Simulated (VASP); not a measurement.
A run of VASP 6.6.1 is set up as follows.

Contents of INCAR:

```
SYSTEM = InHAu2
PREC = Accurate ; ENCUT = 520
EDIFF = 1E-6 ; ISMEAR = 1
SIGMA = 0.15 ; LREAL = .False.
LASPH = .True. ; NELM = 100
ALGO = Normal ; ISIF = 2
LWAVE = .False. ; LCHARG = .False.
GGA = PE ; NBANDS = 26
```

Contents of KPOINTS:

```
regular mesh
0
Gamma
  4 4 4
  0 0 0
```

Contents of POSCAR:

```
InHAu2
1.0
    3.9405580000      0.4320560000      0.2768380000
    0.3179740000      4.2338340000     -0.1556330000
   -0.3198880000     -0.2079110000      4.2222110000
Au In H
2 1 1
Direct
    0.1971308276      0.4017023074      0.1409566768
    0.1333005278      0.8869973129      0.6870327895
    0.6959556207      0.4316170466      0.6289216464
    0.1835943630      0.8925692018      0.1878346028
```

Potentials or basis: VASP PAW PBE potentials, release 64 (Au, In_d, H).

Launch:

```bash
$ cat potpaw_PBE.64/Au/POTCAR potpaw_PBE.64/In_d/POTCAR potpaw_PBE.64/H/POTCAR > POTCAR
$ mpirun -np 1 vasp_std > vasp.out
```

(1) What does it give for the band gap on the k mesh?

(2) Predict the pressure.

(3) Estimate the largest force.

## Answers

(1) none (metal or under the smearing width).

(2) 3.0 GPa.

(3) 0.234 eV/Å.

Caveat: the k mesh is coarse (spacing up to 0.40 Å⁻¹), so the values aren't converged.
